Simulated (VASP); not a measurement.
Given:

```
Sn
1.0
   -2.86350     2.84118     1.59930
    2.86350    -2.84118     1.59930
    2.86350     2.84118    -1.59930
Sn
2
Cartesian
  2.86350   0.00000   0.79965
  0.03213   0.00000   0.00000
```

Level of theory: PBE GGA, VASP's PBE PAW potentials (set 64) (plane waves; VASP). Run with 700 eV cut-off, 12×12×12 Γ-centred mesh, first-order Methfessel-Paxton smearing of 0.10 eV, potentials Sn_d.

**Question.** Give the force on each atom (eV/Å).

**Answer.** 
| atom | Fx | Fy | Fz |
|---|---|---|---|
| Sn1 | 0.156 | 0.000 | -0.027 |
| Sn2 | -0.156 | 0.000 | 0.027 |

**Question.** Give the stress tensor in GPa (positive for a compressed cell).

**Answer.** 
```
5.89  0.00  0.31
0.00  7.06  0.00
0.31  0.00  3.09
```
The pressure is its mean diagonal, 5.34 GPa.

The compound is Sn in the beta structure. The cell was not relaxed at this level. The run is one of a series of settings (ENCUT = 700 against the base run), some of them coarse on purpose.
